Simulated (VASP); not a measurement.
Input:

```
CELL_PARAMETERS angstrom
      2.83886     0.00000     0.00000
      0.00000     2.83886     0.00000
      0.00000     0.00000     3.72508
ATOMIC_POSITIONS crystal
  Cu 0.00000 0.00000 0.00000
  Au 0.50000 0.50000 0.50000
```

The numbers are results of PBE GGA, VASP's PBE PAW potentials (set 64) (plane waves; VASP), not measurements. Run with 520 eV cut-off, Gaussian smearing of 0.050 eV, potentials Cu Au.

Q: Give the energies of bands 1 to 14 at the high-symmetry points, in eV from the Fermi level.

A: 
```tsv
band	Γ	X	M	Z	R	A
1	-9.55	-6.55	-6.93	-7.75	-6.78	-6.43
2	-6.45	-5.43	-5.68	-6.21	-6.48	-5.61
3	-6.29	-5.24	-5.68	-5.75	-4.42	-5.61
4	-4.01	-4.39	-5.47	-3.70	-4.03	-3.42
5	-4.01	-4.05	-1.78	-3.70	-4.03	-3.21
6	-3.01	-3.30	-1.76	-3.69	-2.65	-3.11
7	-2.79	-2.96	-1.71	-3.13	-1.90	-3.11
8	-2.14	-2.90	-1.65	-2.79	-1.73	-2.12
9	-1.72	-2.37	-1.42	-2.32	-1.62	-1.75
10	-1.51	-2.17	-1.42	-2.29	-1.59	-1.64
11	-1.51	-0.90	0.68	-2.29	-0.99	5.19
12	2.06	-0.28	0.68	-1.97	-0.98	5.35
13	7.67	9.21	4.87	14.17	2.45	5.35
14	9.85	9.25	6.55	14.29	4.14	5.84
```

It has no gap at this level: it comes out as a metal or semimetal.

The compound is CuAu in the L1_0 structure. It was relaxed first.
